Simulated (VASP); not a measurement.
Data:

```
CELL_PARAMETERS angstrom
      4.04355     0.00000     0.00000
      0.00000     4.04355     0.00000
      0.00000     0.00000     4.04355
ATOMIC_POSITIONS crystal
  Ba 0.00000 0.00000 0.00000
  Ti 0.50000 0.50000 0.50000
  O  0.50000 0.00000 0.50000
  O  0.00000 0.50000 0.50000
  O  0.50000 0.50000 0.00000
```

Method: MS2 meta-GGA, VASP's PBE PAW potentials (set 64) (plane waves; VASP 6.6.1). Numerical set-up: 520 eV cut-off, 6×6×6 Γ-centred mesh, Gaussian smearing of 0.050 eV, potentials Ba_sv Ti_sv O.

Problem. Give the stress tensor in GPa (positive for a compressed cell).

Solution. 
```
-5.08   0.00   0.00
 0.00  -5.08   0.00
 0.00   0.00  -5.08
```
The pressure is its mean diagonal, -5.08 GPa.

The compound is BaTiO3 in the cubic perovskite structure, the ideal cubic form; the compound distorts at low or room temperature. This cell is one point of a volume scan, at 1.03 of the reference volume.
